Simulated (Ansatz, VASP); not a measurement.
# SiC (Moissanite 3C): VASP beside Ansatz, part 2 of 3

One calculation is typed for both programs; each brings its own data sets. How far apart do they land? The cell is taken from a series of runs on this material, whose earlier steps may have relaxed, scaled, displaced or heated it; both programs get it as it stands.

VASP 6.6.1 and Ansatz 0.2.0.

So far: Starting point; Ansatz: zone-centre phonons, LDA, pair 1.

## Step 3: VASP: zone-centre phonons, LDA, pair 1

Level of this step: LDA; plane waves and PAW (C, Si) (VASP).

The same cell, functional (in two slightly different forms) and mesh now go to VASP, with its own data sets.

Lines of VASP's logs that name or quote its potential files are left out, and so is its time.

File INCAR:

```
SYSTEM = SiC
PREC = Accurate
ENCUT = 600
EDIFF = 1E-08
NELM = 120
ISMEAR = 0
SIGMA = 0.01
LREAL = .FALSE.
ALGO = Normal
GGA = CA
NBANDS = 10
LORBIT = 11
LWAVE = .FALSE.
LCHARG = .FALSE.
ISIF = 2
IBRION = 8
LEPSILON = .TRUE.
LASPH = .TRUE.
GGA_COMPAT = .FALSE.
EFERMI = MIDGAP
KPAR = 2
```

File POSCAR:

```
SiC
1.0
    0.0000000000      2.0898347252      2.0898347252
    2.0898347252      0.0000000000      2.0898347252
    2.0898347252      2.0898347252      0.0000000000
C Si
1 1
Direct
    0.7500000000      0.7500000000      0.7500000000
    0.0000000000      0.0000000000      0.0000000000
```

File KPOINTS:

```
Automatic mesh
0
Gamma
12 12 12
0 0 0
```

Potentials, in the order of the species: C and Si (LDA family, release 64).

Run with:

```console
$ mpirun -np 2 vasp_std
```

Numbers of over 12 decimals in the logs are rounded to 6 here.

The program printed:

```text
[banner, memory and clock lines left out]
running    2 mpi-ranks, on    1 nodes
 distrk:  each k-point on    1 cores,    2 groups
 distr:  one band on    1 cores,    1 groups

 POSCAR found type information on POSCAR C Si
 POSCAR found :  2 types and       2 ions
 LDA part: xc-table for (Slater(with rela. corr.)+CA(PZ))
 , standard interpolation
 POSCAR, INCAR and KPOINTS ok, starting setup
 FFT: planning ... GRIDC
 FFT: planning ... GRID_SOFT
 FFT: planning ... GRID
 WAVECAR not read
 entering main loop
       N       E                     dE             d eps       ncg     rms          rms(c)
DAV:   1     0.386498214400E+01    0.38650E+01   -0.44740E+03  1482   0.769E+02
DAV:   2    -0.182654215897E+02   -0.22130E+02   -0.20956E+02  1836   0.122E+02
DAV:   3    -0.189122490910E+02   -0.64683E+00   -0.64548E+00  1702   0.184E+01
DAV:   4    -0.189148839298E+02   -0.26348E-02   -0.26347E-02  1670   0.146E+00
DAV:   5    -0.189148956987E+02   -0.11769E-04   -0.11769E-04  1660   0.905E-02    0.105E+01
DAV:   6    -0.166027780830E+02    0.23121E+01   -0.77996E+00  1500   0.141E+01    0.475E+00
DAV:   7    -0.164877139133E+02    0.11506E+00   -0.55890E-01  1720   0.458E+00    0.204E+00
DAV:   8    -0.164670389234E+02    0.20675E-01   -0.29473E-02  1516   0.114E+00    0.182E-01
DAV:   9    -0.164667044183E+02    0.33451E-03   -0.17284E-03  1710   0.253E-01    0.981E-02
DAV:  10    -0.164667130623E+02   -0.86439E-05   -0.95543E-05  1538   0.671E-02    0.332E-02
DAV:  11    -0.164667135094E+02   -0.44712E-06   -0.14718E-06  1762   0.970E-03    0.162E-02
DAV:  12    -0.164667132943E+02    0.21507E-06   -0.63824E-07  1506   0.418E-03    0.108E-03
DAV:  13    -0.164667132966E+02   -0.22599E-08   -0.33541E-08  1560   0.127E-03
   1 F= -.16466713E+02 E0= -.16466713E+02  d E =0.000000E+00
 Linear response reoptimize wavefunctions to high precision
DAV:   1    -0.164667132987E+02   -0.21084E-08   -0.21952E-10   888   0.124E-04
DAV:   2    -0.164667132987E+02   -0.31832E-11   -0.10913E-11   746   0.312E-05
 Linear response G [H, r] |phi>, progress :
  Direction:   1
       N       E                     dE             d eps       ncg     rms
RMM:   1    -0.406980671075E+02   -0.40698E+02   -0.50843E+01  3666   0.427E+01
RMM:   2    -0.324474452238E+02    0.82506E+01   -0.27966E+00  2302   0.107E+01
RMM:   3    -0.323856605244E+02    0.61785E-01   -0.74781E-02  2381   0.951E-01
RMM:   4    -0.323805213501E+02    0.51392E-02   -0.66294E-03  2497   0.101E-01
RMM:   5    -0.323798845693E+02    0.63678E-03   -0.64664E-05  2485   0.121E-02
RMM:   6    -0.323798215879E+02    0.62981E-04    0.56810E-04  2609   0.190E-03
RMM:   7    -0.323798167459E+02    0.48420E-05    0.61694E-04  2341   0.645E-04
RMM:   8    -0.323798166357E+02    0.11021E-06    0.62012E-04  2012   0.491E-04
RMM:   9    -0.323798172852E+02   -0.64952E-06    0.62234E-04  1754   0.480E-04
RMM:  10    -0.323798066636E+02    0.10622E-04    0.79105E-04  1586   0.479E-04
RMM:  11    -0.323798494418E+02   -0.42778E-04    0.42036E-04  1401   0.479E-04
 Linear response G [H, r] |phi>, progress :
  Direction:   2
       N       E                     dE             d eps       ncg     rms
RMM:   1    -0.373352768462E+02   -0.37335E+02   -0.50365E+01  3681   0.401E+01
RMM:   2    -0.322156802982E+02    0.51196E+01   -0.20135E+00  2278   0.915E+00
RMM:   3    -0.321652113721E+02    0.50469E-01   -0.53000E-02  2372   0.785E-01
RMM:   4    -0.321614895283E+02    0.37218E-02   -0.59600E-03  2476   0.812E-02
RMM:   5    -0.321609871451E+02    0.50238E-03   -0.82351E-04  2477   0.968E-03
RMM:   6    -0.321609404440E+02    0.46701E-04   -0.35465E-04  2583   0.145E-03
RMM:   7    -0.321609362512E+02    0.41929E-05   -0.31252E-04  2264   0.442E-04
RMM:   8    -0.321609360047E+02    0.24650E-06   -0.31398E-04  1973   0.321E-04
RMM:   9    -0.321609358972E+02    0.10750E-06   -0.34167E-04  1776   0.314E-04
RMM:  10    -0.321609337743E+02    0.21229E-05   -0.47802E-04  1597   0.314E-04
RMM:  11    -0.321609315761E+02    0.21983E-05   -0.38717E-04  1338   0.315E-04
 Linear response G [H, r] |phi>, progress :
  Direction:   3
       N       E                     dE             d eps       ncg     rms
RMM:   1    -0.255901097016E+02   -0.25590E+02    0.80951E+01  3486   0.417E+01
RMM:   2    -0.225144944841E+02    0.30756E+01   -0.19278E+00  2279   0.984E+00
RMM:   3    -0.225062530944E+02    0.82414E-02   -0.22622E-02  2336   0.920E-01
RMM:   4    -0.225057906065E+02    0.46249E-03   -0.24270E-04  2512   0.101E-01
RMM:   5    -0.225057884463E+02    0.21602E-05   -0.68490E-06  2470   0.129E-02
RMM:   6    -0.225057882373E+02    0.20899E-06   -0.87202E-07  2538   0.208E-03
RMM:   7    -0.225057881952E+02    0.42070E-07   -0.46912E-07  2251   0.646E-04
RMM:   8    -0.225057881683E+02    0.26917E-07   -0.11032E-06  1975   0.457E-04
RMM:   9    -0.225057882024E+02   -0.34067E-07    0.41857E-07  1667   0.436E-04
RMM:  10    -0.225057881985E+02    0.39015E-08    0.60306E-06  1512   0.433E-04
RMM:  11    -0.225057882044E+02   -0.58754E-08   -0.47992E-06  1334   0.431E-04
 Linear response to external field (no local field effect), progress :
  Direction:   1
       N       E                     dE             d eps       ncg     rms          rms(c)
RMM:   1    -0.374222422313E+00   -0.37422E+00   -0.15068E+00  3303   0.264E+00
[...]
Linear response to external field, progress :
  Direction:   1
       N       E                     dE             d eps       ncg     rms          rms(c)
RMM:   1    -0.298319429595E+00   -0.29832E+00   -0.11530E+00 12807   0.239E+00
RMM:   2    -0.304857904501E+00   -0.65385E-02   -0.19346E-03  8925   0.322E-01    0.796E-01
RMM:   3    -0.295887051227E+00    0.89709E-02   -0.46782E-03  8926   0.414E-01    0.459E-01
RMM:   4    -0.302447302758E+00   -0.65603E-02   -0.51724E-03  8967   0.437E-01    0.772E-02
RMM:   5    -0.304331166299E+00   -0.18839E-02   -0.10783E-04  9043   0.784E-02    0.827E-03
RMM:   6    -0.304396690350E+00   -0.65524E-04   -0.78975E-07  9391   0.720E-03    0.428E-03
RMM:   7    -0.304431051298E+00   -0.34361E-04   -0.45684E-08  9310   0.186E-03    0.238E-04
RMM:   8    -0.304433750547E+00   -0.26992E-05    0.81880E-09  9880   0.369E-04    0.105E-04
RMM:   9    -0.304433226855E+00    0.52369E-06    0.10108E-08  8199   0.131E-04    0.169E-05
RMM:  10    -0.304433328709E+00   -0.10185E-06    0.11236E-08  5173   0.383E-05    0.528E-06
 change of polarisation eV/A/(eV/A) component  1 :     0.578     0.150     0.088
 dielectric tensor                  component  1 :     6.728     1.492     0.874
 Linear response to external field, progress :
  Direction:   2
       N       E                     dE             d eps       ncg     rms          rms(c)
RMM:   1    -0.298319431014E+00   -0.29832E+00   -0.11530E+00 12807   0.239E+00
RMM:   2    -0.304857907155E+00   -0.65385E-02   -0.19345E-03  8927   0.322E-01    0.796E-01
RMM:   3    -0.295887173474E+00    0.89707E-02   -0.46778E-03  8929   0.414E-01    0.459E-01
RMM:   4    -0.302447268412E+00   -0.65601E-02   -0.51726E-03  8968   0.437E-01    0.772E-02
RMM:   5    -0.304334475801E+00   -0.18872E-02   -0.10786E-04  9044   0.784E-02    0.827E-03
RMM:   6    -0.304400032046E+00   -0.65556E-04   -0.80306E-07  9387   0.720E-03    0.428E-03
RMM:   7    -0.304434326335E+00   -0.34294E-04   -0.48773E-08  9300   0.186E-03    0.238E-04
RMM:   8    -0.304437038120E+00   -0.27118E-05    0.63465E-09  9879   0.370E-04    0.105E-04
RMM:   9    -0.304436514901E+00    0.52322E-06    0.89533E-09  8186   0.131E-04    0.175E-05
RMM:  10    -0.304436606522E+00   -0.91621E-07    0.10938E-08  5163   0.378E-05    0.678E-06
 change of polarisation eV/A/(eV/A) component  2 :     0.107     0.578     0.117
 dielectric tensor                  component  2 :     1.059     6.728     1.157
 Linear response to external field, progress :
  Direction:   3
       N       E                     dE             d eps       ncg     rms          rms(c)
RMM:   1    -0.298319383487E+00   -0.29832E+00   -0.11530E+00 12807   0.239E+00
RMM:   2    -0.304857901284E+00   -0.65385E-02   -0.19347E-03  8925   0.322E-01    0.796E-01
RMM:   3    -0.295887178971E+00    0.89707E-02   -0.46780E-03  8926   0.414E-01    0.459E-01
RMM:   4    -0.302448744205E+00   -0.65616E-02   -0.51727E-03  8967   0.437E-01    0.772E-02
RMM:   5    -0.304331929401E+00   -0.18832E-02   -0.10785E-04  9043   0.784E-02    0.827E-03
RMM:   6    -0.304397569701E+00   -0.65640E-04   -0.80162E-07  9384   0.720E-03    0.428E-03
RMM:   7    -0.304431951347E+00   -0.34382E-04   -0.47000E-08  9316   0.186E-03    0.238E-04
RMM:   8    -0.304434662914E+00   -0.27116E-05    0.79596E-09  9892   0.370E-04    0.105E-04
RMM:   9    -0.304434142497E+00    0.52042E-06    0.10367E-08  8186   0.131E-04    0.175E-05
RMM:  10    -0.304434232285E+00   -0.89788E-07    0.12481E-08  5156   0.376E-05    0.678E-06
 change of polarisation eV/A/(eV/A) component  3 :     0.089     0.149     0.578
 dielectric tensor                  component  3 :     0.887     1.478     6.728
 Linear response DOF=           2
 Linear response progress:
  Degree of freedom:   1/  2
       N       E                     dE             d eps       ncg     rms          rms(c)
RMM:   1    -0.130987186199E+00   -0.13099E+00    0.48831E-02 12285   0.210E+00
RMM:   2    -0.127600517697E+00    0.33867E-02   -0.26032E-03  8552   0.412E-01    0.243E-01
RMM:   3    -0.127361869520E+00    0.23865E-03   -0.10620E-03  8300   0.204E-01    0.118E-01
RMM:   4    -0.128567477424E+00   -0.12056E-02   -0.80977E-04  8451   0.172E-01    0.197E-02
RMM:   5    -0.128557187283E+00    0.10290E-04   -0.13090E-05  8892   0.235E-02    0.197E-03
RMM:   6    -0.128569566710E+00   -0.12379E-04   -0.96027E-08  9168   0.264E-03    0.931E-04
RMM:   7    -0.128565544287E+00    0.40224E-05    0.12460E-07  9162   0.490E-04    0.110E-04
RMM:   8    -0.128566120029E+00   -0.57574E-06    0.31269E-07  9214   0.120E-04    0.323E-05
RMM:   9    -0.128566053767E+00    0.66262E-07    0.36961E-07  9729   0.517E-05    0.349E-06
RMM:  10    -0.128566080155E+00   -0.26388E-07    0.38377E-07  9313   0.321E-05    0.198E-06
RMM:  11    -0.128566076054E+00    0.41004E-08    0.43950E-07  7240   0.295E-05    0.166E-07
RMM:  12    -0.128566075627E+00    0.42703E-09    0.37574E-07  4827   0.292E-05    0.740E-08
 first order change of Fermi-energy  -0.12525E+01
 force on displaced ion       1 direction 1 : -24.949   0.000   0.000
 Born effective charge ion    1 direction 1 :  -2.787   0.000   0.000
 Linear response progress:
  Degree of freedom:   2/  2
       N       E                     dE             d eps       ncg     rms          rms(c)
RMM:   1    -0.167481475201E-01   -0.16748E-01   -0.10550E-02 13092   0.877E-01
RMM:   2    -0.147027979997E-01    0.20453E-02   -0.34792E-04  8636   0.184E-01    0.150E-01
RMM:   3    -0.146435137595E-01    0.59284E-04   -0.18987E-04  8783   0.567E-02    0.844E-02
RMM:   4    -0.147701633787E-01   -0.12665E-03   -0.16868E-04  8787   0.553E-02    0.106E-02
RMM:   5    -0.147569884443E-01    0.13175E-04    0.48586E-06  8975   0.846E-03    0.145E-03
RMM:   6    -0.147557998541E-01    0.11886E-05   -0.95095E-07  9075   0.768E-04    0.719E-04
RMM:   7    -0.147544453467E-01    0.13545E-05   -0.12535E-06  9160   0.280E-04    0.110E-04
RMM:   8    -0.147544634786E-01   -0.18132E-07   -0.47919E-07  9485   0.579E-05    0.254E-05
RMM:   9    -0.147544900539E-01   -0.26575E-07   -0.58861E-07  9596   0.244E-05    0.294E-06
RMM:  10    -0.147544657890E-01    0.24265E-07   -0.42522E-07  8798   0.153E-05    0.943E-07
RMM:  11    -0.147544700312E-01   -0.42422E-08   -0.46954E-07  5276   0.138E-05    0.496E-08
 first order change of Fermi-energy   0.12527E+01
 force on displaced ion       2 direction 1 : -24.955  -0.000  -0.000
 Born effective charge ion    2 direction 1 :   2.785   0.000   0.000
 Born effective charges drift removed
 Linear response finished
```

From OUTCAR (step 3):

```text
ion  position               nearest neighbor table
   1  0.750  0.750  0.750-   2 1.81   2 1.81   2 1.81   2 1.81
   2  0.000  0.000  0.000-   1 1.81   1 1.81   1 1.81   1 1.81

  LATTYP: Found a face centered cubic cell.
 ALAT       =     4.1796694504

 Subroutine GETGRP returns: Found 24 space group operations
 (whereof 24 operations were pure point group operations)

The static configuration has the point symmetry T_d .

 Found     72 irreducible k-points:

   k-points           NKPTS =     72   k-points in BZ     NKDIM =     72   number of bands    NBANDS=     10

   dimension x,y,z NGX =    24 NGY =   24 NGZ =   24
   dimension x,y,z NGXF=    48 NGYF=   48 NGZF=   48

   ENCUT  =  600.0 eV  44.10 Ry    6.64 a.u.   5.90  5.90  5.90*2*pi/ulx,y,z

   NELECT =       8.0000    total number of electrons

 k-points in reciprocal lattice and weights: Automatic mesh
   0.00000000  0.00000000  0.00000000       0.001
   0.08333333  0.00000000  0.00000000       0.005
   0.16666667  0.00000000  0.00000000       0.005
   0.25000000  0.00000000  0.00000000       0.005
   0.33333333  0.00000000  0.00000000       0.005
   0.41666667  0.00000000  0.00000000       0.005
   0.50000000  0.00000000  0.00000000       0.002
   0.08333333  0.08333333  0.00000000       0.003
   0.16666667  0.08333333  0.00000000       0.014
[...]
-0.33333333  0.50000000  0.16666667       0.007
  -0.25000000  0.50000000  0.25000000       0.003

 average (electrostatic) potential at core
       1 -47.1913       2 -80.1346

  Total        3.4012135      3.4012135      3.4012135     -0.0000000     -0.0000000      0.0000000
  in kB      298.5235907    298.5235907    298.5235907     -0.0000000     -0.0000000      0.0000000
  external PRESSURE =     298.5235907 kB  Pullay stress =       0.0000000 kB

  energy-cutoff  :      600.00
  volume of cell :       18.25
      direct lattice vectors                 reciprocal lattice vectors
     0.000000000  2.089834725  2.089834725    -0.239253370  0.239253370  0.239253370
     2.089834725  0.000000000  2.089834725     0.239253370 -0.239253370  0.239253370
     2.089834725  2.089834725  0.000000000     0.239253370  0.239253370 -0.239253370

 POSITION                                       TOTAL-FORCE (eV/Angst)
 -----------------------------------------------------------------------------------
      3.13475      3.13475      3.13475        -0.000000      0.000000      0.000000
      0.00000      0.00000      0.00000         0.000000     -0.000000     -0.000000
 -----------------------------------------------------------------------------------
    total drift:                               -0.000000     -0.000000     -0.000000

 MACROSCOPIC STATIC DIELECTRIC TENSOR (including local field effects in DFT)
 ------------------------------------------------------
           6.728346    -0.000000    -0.000000
          -0.000000     6.728346    -0.000000
           0.000000    -0.000000     6.728346
 ------------------------------------------------------

 PIEZOELECTRIC TENSOR (including local field effects)  for field in x, y, z        (C/m^2)
          XX          YY          ZZ          XY          YZ          ZX
  --------------------------------------------------------------------------------
  x    -0.00000    -0.00000     0.00000     0.00000     1.02887     0.00000
  y     0.00000     0.00000    -0.00000     0.00000     0.00000     1.02887
  z     0.00000     0.00000    -0.00000     1.02887     0.00000     0.00000

 BORN EFFECTIVE CHARGES (including local field effects) (in |e|, cummulative output)
 ---------------------------------------------------------------------------------
 ion    1
    1    -2.78597     0.00000     0.00000
    2     0.00000    -2.78597     0.00000
    3     0.00000     0.00000    -2.78597
 ion    2
    1     2.78597     0.00000     0.00000
    2     0.00000     2.78597     0.00000
    3     0.00000     0.00000     2.78597

 Eigenvectors and eigenvalues of the dynamical matrix
 ----------------------------------------------------

   1 f  =   26.922566 THz   169.159473 2PiTHz  898.040144 cm-1   111.342737 meV
             X         Y         Z           dx          dy          dz
      3.134752  3.134752  3.134752     0.836894   -0.000000    0.000000
      0.000000  0.000000  0.000000    -0.547365    0.000000    0.000000

   2 f  =   26.922566 THz   169.159473 2PiTHz  898.040144 cm-1   111.342737 meV
             X         Y         Z           dx          dy          dz
      3.134752  3.134752  3.134752     0.000000    0.000000    0.836894
      0.000000  0.000000  0.000000     0.000000    0.000000   -0.547365

   3 f  =   26.922566 THz   169.159473 2PiTHz  898.040144 cm-1   111.342737 meV
             X         Y         Z           dx          dy          dz
      3.134752  3.134752  3.134752     0.000000    0.836894    0.000000
      0.000000  0.000000  0.000000    -0.000000   -0.547365    0.000000

   4 f/i=    0.001540 THz     0.009673 2PiTHz    0.051353 cm-1     0.006367 meV
             X         Y         Z           dx          dy          dz
      3.134752  3.134752  3.134752     0.329160    0.437336    0.000000
      0.000000  0.000000  0.000000     0.503269    0.668664    0.000000

   5 f/i=    0.001540 THz     0.009673 2PiTHz    0.051353 cm-1     0.006367 meV
             X         Y         Z           dx          dy          dz
      3.134752  3.134752  3.134752     0.000000    0.000000   -0.547365
      0.000000  0.000000  0.000000     0.000000    0.000000   -0.836894

   6 f/i=    0.001540 THz     0.009673 2PiTHz    0.051353 cm-1     0.006367 meV
             X         Y         Z           dx          dy          dz
      3.134752  3.134752  3.134752    -0.437336    0.329160    0.000000
      0.000000  0.000000  0.000000    -0.668664    0.503269    0.000000

 MACROSCOPIC STATIC DIELECTRIC TENSOR IONIC CONTRIBUTION
 ------------------------------------------------------
           3.083515     0.000000     0.000000
           0.000000     3.083515     0.000000
           0.000000     0.000000     3.083515
 ------------------------------------------------------

 ELASTIC MODULI CONTR FROM IONIC RELAXATION (kBar)
 Direction    XX          YY          ZZ          XY          YZ          ZX
 --------------------------------------------------------------------------------
 XX          -0.0000      0.0000      0.0000     -0.0000      0.0000      0.0000
 YY           0.0000     -0.0000      0.0000     -0.0000     -0.0000     -0.0000
 ZZ           0.0000      0.0000     -0.0000      0.0000     -0.0000      0.0000
 XY          -0.0000     -0.0000      0.0000   -760.0490      0.0000      0.0000
 YZ           0.0000     -0.0000     -0.0000      0.0000   -760.0490      0.0000
 ZX           0.0000     -0.0000      0.0000      0.0000      0.0000   -760.0490
 --------------------------------------------------------------------------------

 PIEZOELECTRIC TENSOR IONIC CONTR  for field in x, y, z        (C/m^2)
          XX          YY          ZZ          XY          YZ          ZX
  --------------------------------------------------------------------------------
  x     0.00000    -0.00000    -0.00000     0.00000    -1.44051     0.00000
  y     0.00000    -0.00000     0.00000     0.00000     0.00000    -1.44051
  z    -0.00000    -0.00000     0.00000    -1.44051     0.00000     0.00000
```

## Step 4: Differences

Known differences besides the potentials themselves: the two LDA forms differ slightly; fixed occupations in Ansatz, narrow Gaussian smearing in VASP; VASP's response is taken on the typed mesh, Ansatz refines its own for the field response alone; the cutoff is 420 eV in Ansatz and 600 eV in VASP; VASP's log shows a relativistic correction to its local exchange, Ansatz's none. Total energies have different zeros and are not compared.

Compared:

```
                                     quantity  Ansatz   VASP  difference
                                        ε∞ xx    6.70   6.73     -0.37 %
                                        ε∞ yy    6.70   6.73     -0.37 %
                                        ε∞ zz    6.70   6.73     -0.37 %
 Born charge of C1 (mean of the diagonal) (e)   -2.80  -2.79       -0.02
Born charge of Si2 (mean of the diagonal) (e)    2.80   2.79       +0.02
                   optical mode 1 to 3 (cm⁻¹)   899.0  898.0     +0.11 %
```

Modes are paired by rising frequency, not by their patterns, so a pair may set unlike modes beside each other; they are those without the splitting of longitudinal modes.

(Part 2 of 3 ends here.)

[Lines on the potential files, build, host, timing and source positions are cut from VASP's logs without a mark.]

[Logs are printed without paths, hosts, clocks, repeated set-up lines and the standing remarks that a program may print on its own settings, such as how far it seeks lower states.]

[Hosts, paths, dates, database ids (printed as entryN), source tags and the programs' standing remarks are cut or masked in the printed files.]
